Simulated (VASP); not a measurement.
Input of a VASP 6.6.1 run:

The input INCAR:

```
SYSTEM = Sb
ALGO = Normal ; BPARAM = 11.95
CPARAM = 0.0093 ; EDIFF = 1E-6
EDIFFG = -0.01 ; ENCUT = 600
IBRION = 2 ; ISIF = 3
ISMEAR = 1 ; IVDW_NL = 2
LASPH = .True. ; LCHARG = .False.
LMIXTAU = .True. ; LREAL = .False.
LUSE_VDW = .True. ; LWAVE = .False.
METAGGA = R2SCAN ; NELM = 80
NSW = 90 ; PREC = Accurate
SIGMA = 0.1
```

KPOINTS

```
k-points
0
Gamma
  12 12 10
  0 0 0
```

The input POSCAR:

```
Sb
1.0
    2.1542000000      1.2437279500      3.7580000000
   -2.1542000000      1.2437279500      3.7580000000
    0.0000000000     -2.4874559000      3.7580000000
Sb
2
Direct
    0.2334900000      0.2334900000      0.2334900000
    0.7665100000      0.7665100000      0.7665100000
```

Potentials or basis: VASP PAW PBE potentials, release 64 (Sb).

The run is started by

```console
$ cat potpaw_PBE.64/Sb/POTCAR > POTCAR
$ mpirun -np 1 vasp_std > vasp.out
```

Q: Predict the band gap on the k mesh.

A: None (metal or under the smearing width).

Q: Estimate the relaxed volume.

A: 30.74 Å³/atom.

Q: What does it give for the relaxed cell?

A: a = 4.531 Å, b = 4.531 Å, c = 4.531 Å, α = 57.15°, β = 57.15°, γ = 57.15°.

The path:
| step | energy change (eV) | largest force (eV/Å) | pressure (GPa) | volume (Å³) |
| --- | --- | --- | --- | --- |
| 1 | 0.0000 | 0.1207 | 1.17 | 60.41 |
| 2 | -0.0014 | 0.1063 | -0.87 | 62.36 |
| 3 | -0.0042 | 0.0074 | 0.02 | 61.47 |

Caveat: the PAW data sets were made with another functional, which shifts forces and pressure a little; pairwise dispersion overbinds metals, which lowers pressure and volume. Zero-point motion and thermal expansion aren't in these numbers.
